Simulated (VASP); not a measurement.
Output of a VASP run:

OUTCAR:
```
 ion  position               nearest neighbor table
   1  0.000  0.500  0.268-   9 2.12   9 2.12   9 2.12   9 2.12  10 2.15
   2  0.000  0.500  0.401-  12 2.12  11 2.12  11 2.12  11 2.12  11 2.12  10 2.13
   3  0.500  0.000  0.335-   9 2.10  11 2.12  10 2.12  10 2.12  10 2.12  10 2.12
   4  0.000  0.500  0.533-  12 2.12  14 2.12  13 2.12  13 2.12  13 2.12  13 2.12
   5  0.500  0.000  0.467-  13 2.12  11 2.12  12 2.12  12 2.12  12 2.12  12 2.12
   6  0.000  0.500  0.665-  16 2.10  14 2.12  15 2.12  15 2.12  15 2.12  15 2.12
   7  0.500  0.000  0.599-  13 2.12  14 2.12  14 2.12  14 2.12  14 2.12  15 2.13
   8  0.500  0.000  0.732-  16 2.12  16 2.12  16 2.12  16 2.12  15 2.15
   9  0.500  0.000  0.269-   3 2.10   1 2.12   1 2.12   1 2.12   1 2.12  10 2.98  10 2.98  10 2.98
                            10 2.98
  10  0.000  0.500  0.335-   3 2.12   3 2.12   3 2.12   3 2.12   2 2.13   1 2.15   9 2.98   9 2.98
                             9 2.98   9 2.98  11 3.01  11 3.01  11 3.01  11 3.01
  11  0.500  0.000  0.401-   3 2.12   5 2.12   2 2.12   2 2.12   2 2.12   2 2.12  12 3.00  12 3.00
                            12 3.00  12 3.00  10 3.01  10 3.01  10 3.01  10 3.01
  12  0.000  0.500  0.467-   4 2.12   2 2.12   5 2.12   5 2.12   5 2.12   5 2.12  13 3.00  13 3.00
                            13 3.00  13 3.00  11 3.00  11 3.00  11 3.00  11 3.00
  13  0.500  0.000  0.533-   5 2.12   7 2.12   4 2.12   4 2.12   4 2.12   4 2.12  12 3.00  12 3.00
                            12 3.00  12 3.00  14 3.00  14 3.00  14 3.00  14 3.00
  14  0.000  0.500  0.599-   6 2.12   4 2.12   7 2.12   7 2.12   7 2.12   7 2.12  13 3.00  13 3.00
                            13 3.00  13 3.00  15 3.01  15 3.01  15 3.01  15 3.01
  15  0.500  0.000  0.665-   6 2.12   6 2.12   6 2.12   6 2.12   7 2.13   8 2.15  16 2.98  16 2.98
                            16 2.98  16 2.98  14 3.01  14 3.01  14 3.01  14 3.01
  16  0.000  0.500  0.731-   6 2.10   8 2.12   8 2.12   8 2.12   8 2.12  15 2.98  15 2.98  15 2.98
                            15 2.98
  LATTYP: Found a simple tetragonal cell.
 ALAT       =     3.0030462020
 C/A-ratio  =    10.6956182900
 Subroutine PRICEL returns:
 Original cell was already a primitive cell.
 Subroutine GETGRP returns: Found 16 space group operations
The static configuration has the point symmetry D_2d.
 The point group associated with its full space group is D_4h.
The dynamic configuration has the point symmetry D_2d.
 Subroutine INISYM returns: Found 16 space group operations
 Subroutine IBZKPT returns following result:
 Found     10 irreducible k-points:

 Following reciprocal coordinates:
            Coordinates               Weight
  0.000000  0.000000  0.000000      1.000000
  0.142857  0.000000  0.000000      4.000000
  0.285714  0.000000  0.000000      4.000000
  0.428571  0.000000  0.000000      4.000000
  0.142857  0.142857  0.000000      4.000000
  0.285714  0.142857  0.000000      8.000000
  0.428571  0.142857  0.000000      8.000000
  0.285714  0.285714  0.000000      4.000000
  0.428571  0.285714  0.000000      8.000000
  0.428571  0.428571  0.000000      4.000000
   k-points           NKPTS =     10   k-points in BZ     NKDIM =     10   number of bands    NBANDS=     41
   number of dos      NEDOS =    301   number of ions     NIONS =     16
   total plane-waves  NPLWV =  43008
   dimension x,y,z NGX =    16 NGY =   16 NGZ =  168
   dimension x,y,z NGXF=    32 NGYF=   32 NGZF=  336
   ions per type =               8   8
   PREC   = normal    normal or accurate (medium, high low for compatibility)
   ISTART =      1    job   : 0-new  1-cont  2-samecut
   ICHARG =      0    charge: 1-file 2-atom 10-const
   ISPIN  =      1    spin polarized calculation?
   LNONCOLLINEAR =      F non collinear calculations
   LSORBIT =      F    spin-orbit coupling
   INIWAV =      1    electr: 0-lowe 1-rand  2-diag
   ENCUT  =  450.0 eV  33.07 Ry    5.75 a.u.   5.19  5.19 55.56*2*pi/ulx,y,z
   NELM   =    100;   NELMIN=  4; NELMDL=  0     # of ELM steps
   EDIFF  = 0.1E-05   stopping-criterion for ELM
   LREAL  =      F    real-space projection
   NLSPLINE    = F    spline interpolate recip. space projectors
   LMAXMIX     =    2 max onsite mixed and CHGCAR
   VOSKOWN=      0    Vosko Wilk Nusair interpolation
   EDIFFG = 0.1E-04   stopping-criterion for IOM
   NSW    =      0    number of steps for IOM
   NBLOCK =      1;   KBLOCK =      1    inner block; outer block
   IBRION =     -1    ionic relax: 0-MD 1-quasi-New 2-CG
   NFREE  =      0    steps in history (QN), initial steepest desc. (CG)
   ISIF   =      2    stress and relaxation
   ISYM   =      2    0-nonsym 1-usesym 2-fastsym
   TEIN   =    0.0    initial temperature
   TEBEG  =    0.0;   TEEND  =   0.0 temperature during run
   SMASS  =  -3.00    Nose mass-parameter (am)
...
```

File OSZICAR:
```
       N       E                     dE             d eps       ncg     rms          rms(c)
DAV:   1    -0.943315586184E+02   -0.94332E+02   -0.11756E-04   839   0.596E-02    0.205E-02
DAV:   2    -0.943315491423E+02    0.94761E-05   -0.57200E-05   910   0.444E-02    0.439E-03
DAV:   3    -0.943315490505E+02    0.91784E-07   -0.74790E-06   981   0.176E-02    0.225E-03
DAV:   4    -0.943315489537E+02    0.96821E-07   -0.11131E-06   605   0.861E-03
   1 F= -.94331549E+02 E0= -.94331549E+02  d E =-.164018E-16
```

File OUTCAR:
```
------------------------ aborting loop because EDIFF is reached ----------------------------------------
  FORCE on cell =-STRESS in cart. coord.  units (eV):
  Direction    XX          YY          ZZ          XY          YZ          ZX
  --------------------------------------------------------------------------------------
  Total       -4.7155737     -4.7155737     -1.0029108      0.0000000     -0.0000000      0.0000000
  in kB      -26.0827382    -26.0827382     -5.5472909      0.0000000     -0.0000000      0.0000000
  external PRESSURE =     -19.2375891 kB  Pullay stress =       0.0000000 kB
  volume of cell :      289.66
      direct lattice vectors                 reciprocal lattice vectors
     3.003046202  0.000000000  0.000000000     0.332995210  0.000000000  0.000000000
     0.000000000  3.003046202  0.000000000     0.000000000  0.332995210  0.000000000
     0.000000000  0.000000000 32.119435884     0.000000000  0.000000000  0.031133797
 POSITION                                       TOTAL-FORCE (eV/Angst)
 -----------------------------------------------------------------------------------
      0.00000      1.50152      8.60149         0.000000     -0.000000     -0.002980
      0.00000      1.50152     12.87482        -0.000000     -0.000000     -0.014640
      1.50152      0.00000     10.75673         0.000000      0.000000     -0.018303
      0.00000      1.50152     17.12118        -0.000000     -0.000000     -0.001590
      1.50152      0.00000     14.99825         0.000000     -0.000000      0.001590
      0.00000      1.50152     21.36271        -0.000000     -0.000000      0.018303
      1.50152      0.00000     19.24461         0.000000      0.000000      0.014640
      1.50152      0.00000     23.51794        -0.000000      0.000000      0.002980
      1.50152      0.00000      8.65223         0.000000      0.000000     -0.002656
      0.00000      1.50152     10.74683        -0.000000     -0.000000      0.016327
      1.50152      0.00000     12.87481         0.000000     -0.000000      0.024607
      0.00000      1.50152     14.99811        -0.000000     -0.000000      0.001097
      1.50152      0.00000     17.12133        -0.000000     -0.000000     -0.001097
      0.00000      1.50152     19.24462        -0.000000      0.000000     -0.024607
      1.50152      0.00000     21.37260        -0.000000      0.000000     -0.016327
      0.00000      1.50152     23.46720        -0.000000     -0.000000      0.002656
 -----------------------------------------------------------------------------------
    total drift:                                0.000000      0.000000      0.000000
  FREE ENERGIE OF THE ION-ELECTRON SYSTEM (eV)
  ---------------------------------------------------
  free  energy   TOTEN  =       -94.3315489537 eV

  energy  without entropy=      -94.3315489537  energy(sigma->0) =      -94.33154895

 total charge

# of ion       s       p       d       tot
------------------------------------------
    1        1.552   3.496   0.000   5.048
    2        1.552   3.549   0.000   5.100
    3        1.552   3.550   0.000   5.102
    4        1.552   3.549   0.000   5.101
    5        1.552   3.549   0.000   5.101
    6        1.552   3.550   0.000   5.102
    7        1.552   3.549   0.000   5.100
    8        1.552   3.496   0.000   5.048
    9        0.142   0.153   0.063   0.358
   10        0.146   0.172   0.074   0.392
   11        0.145   0.172   0.075   0.392
   12        0.145   0.171   0.075   0.391
   13        0.145   0.171   0.075   0.391
   14        0.145   0.172   0.075   0.392
   15        0.146   0.172   0.074   0.392
   16        0.142   0.153   0.063   0.358
--------------------------------------------------
tot         13.571  29.623   0.574  43.767
```
(Selected blocks of OUTCAR.)

### POSCAR
```
MgO(100) slab
1
    3.0030462020     0.0000000000     0.0000000000
    0.0000000000     3.0030462020     0.0000000000
    0.0000000000     0.0000000000    32.1194358839
O Mg
8 8
Direct
  0.0000000000   0.5000000000   0.2677971733
  0.0000000000   0.5000000000   0.4008420775
  0.5000000000   0.0000000000   0.3348978235
  0.0000000000   0.5000000000   0.5330474380
  0.5000000000   0.0000000000   0.4669525620
  0.0000000000   0.5000000000   0.6651021765
  0.5000000000   0.0000000000   0.5991579225
  0.5000000000   1.0000000000   0.7322028267
  0.5000000000   1.0000000000   0.2693769047
  1.0000000000   0.5000000000   0.3345896592
  0.5000000000   0.0000000000   0.4008418366
  0.0000000000   0.5000000000   0.4669480909
  0.5000000000   1.0000000000   0.5330519091
  1.0000000000   0.5000000000   0.5991581634
  0.5000000000   1.0000000000   0.6654103408
  0.0000000000   0.5000000000   0.7306230953
```

**Question.** Reconstruct the remaining input files.

**Answer.** Several could match; the one computed here: the input of the run itself, PBE GGA, plane waves, VASP's PBE PAW potentials (set 64).

### INCAR
```
ALGO = Normal
DIPOL = 0.5 0.5 0.5
EDIFF = 1E-6
ENCUT = 450
GGA = PE
IDIPOL = 3
ISMEAR = 0
LASPH = T
LCHARG = F
LDIPOL = T
LORBIT = 11
LREAL = F
LVHAR = T
LWAVE = F
NELM = 100
NELMIN = 4
PREC = Normal
SIGMA = 0.05
SYSTEM = MgO(100) slab
```

### KPOINTS
```
kpoints
0
G
  7 7 1
```

POTCAR, in this order: O Mg (PBE.64 set). Program: vasp_std. Read from the step before: WAVECAR.

At this cut-off the stress carries a Pulay error, which pulls relaxed volumes low.

The cell is a thin slab with vacuum, built from MgO (rock salt): (100) face.
